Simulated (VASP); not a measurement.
Input for VASP

### POSCAR
```
BP
1.0
  2.7128330002   0.0000000000   0.0000000000
  0.0000000000   2.7128330002   0.0000000000
  0.0000000000   0.0000000000   2.7128330002
B P
1 1
Cartesian
  0.0000000000   0.0000000000   0.0000000000
  1.3564165001   1.3564165001   1.3564165001
```

INCAR:
```
# general
SYSTEM  = BP
PREC    = Accurate
ENCUT   = 520   # plane-wave cut-off (eV)
LREAL   = .FALSE.
LASPH   = .TRUE.   # aspherical one-centre terms

# electronic loop
EDIFF   = 1E-6   # SCF stop (eV)
NELM    = 100   # most electronic steps
ALGO    = Normal   # blocked Davidson
LMIXTAU = .TRUE.

# smearing
ISMEAR  = 1   # Methfessel-Paxton
SIGMA   = 0.1   # width (eV)

# functional
METAGGA = R2SCAN

# ions
IBRION  = 2
NSW     = 60   # most ionic steps
ISIF    = 3   # ions, shape and volume
EDIFFG  = -0.01

# output
LWAVE   = .FALSE.
LCHARG  = .FALSE.
```

KPOINTS:
```
Automatic
0
gamma
 12 12 12
```

POTCAR, in this order: B P (PBE.64 set). Program: vasp_std.

Translate this r2SCAN calculation to Ansatz.

One equivalent input (not run):
Ansatz 0.2 input:
```yaml
crystal:
  lattice:
    - [2.7128330, 0.0000000, 0.0000000]
    - [0.0000000, 2.7128330, 0.0000000]
    - [0.0000000, 0.0000000, 2.7128330]
  atoms:
    - { symbol: B, position: [0.0000000, 0.0000000, 0.0000000] }
    - { symbol: P, position: [0.5000000, 0.5000000, 0.5000000] }
kpoints:
  mp_grid: { grid: [12, 12, 12] }
hamiltonian:
  xc: r2scan
  pseudopotentials: { kind: paw }
scf:
  occupations: { method: methfessel_paxton, width: 0.1 }
  max_iter: 100
relax:
  max_steps: 60
  f_tol: 0.01
  cell: {}
output: { forces: true, stress: true, eigenvalues: true }
```
The two are equivalent in intent, not identical: each code has its own PAW files, so the cut-off isn't converted (ENCUT is set for VASP's; basis.ecutwfc is left out, and Ansatz then takes the one that its files recommend); Ansatz stops its SCF on the density residual and VASP on the energy change (EDIFF).

The structure was generated: BP was put into the CsCl type (Pm-3m), which need not be its known phase. This run relaxes it. Symmetry was kept, so distortions that lower it aren't found. The start is the result of an earlier pass.
